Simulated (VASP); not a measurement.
Consider the following.

```yaml
crystal:
  lattice:
    - [6.69482, 0.00000, 0.00000]
    - [-3.34741, 5.79788, 0.00000]
    - [0.00000, 0.00000, 2.81561]
  atoms:
    - { symbol: W, position: [0.23567, 0.00000, 0.00000] }
    - { symbol: W, position: [0.00000, 0.23567, 0.00000] }
    - { symbol: W, position: [0.76433, 0.76433, 0.00000] }
    - { symbol: W, position: [0.57943, 0.00000, 0.50000] }
    - { symbol: W, position: [0.00000, 0.57943, 0.50000] }
    - { symbol: W, position: [0.42057, 0.42057, 0.50000] }
    - { symbol: N, position: [0.00000, 0.00000, 0.50000] }
    - { symbol: N, position: [0.33333, 0.66667, 0.00000] }
    - { symbol: N, position: [0.66667, 0.33333, 0.00000] }
```

Computed with PBEsol GGA, VASP's PBE PAW potentials (set 64) (plane waves; VASP). Run with 520 eV cut-off, 6×6×12 Γ-centred mesh, tetrahedra with Blöchl corrections, potentials W_sv N.

Unless said otherwise, spin-orbit coupling is left out, though it shifts the bands of the heavy elements here.

Problem. Estimate the energy per atom (σ→0), band gap (on the k-mesh) with the smallest direct gap where there is one.

Solution. 
```yaml
band gap (on the k-mesh): none (metal, semimetal or under 0.01 eV)
energy per atom (σ→0): -11.466 eV/atom
```

Only differences to runs with the same potentials and settings are physical.

The structure was generated: W2N was put into the Fe2P type (P-62m), which need not be its known phase. It was relaxed first, which changed the volume by -5 %. The electron count is odd and the run is not spin-polarised, which forces a metal.
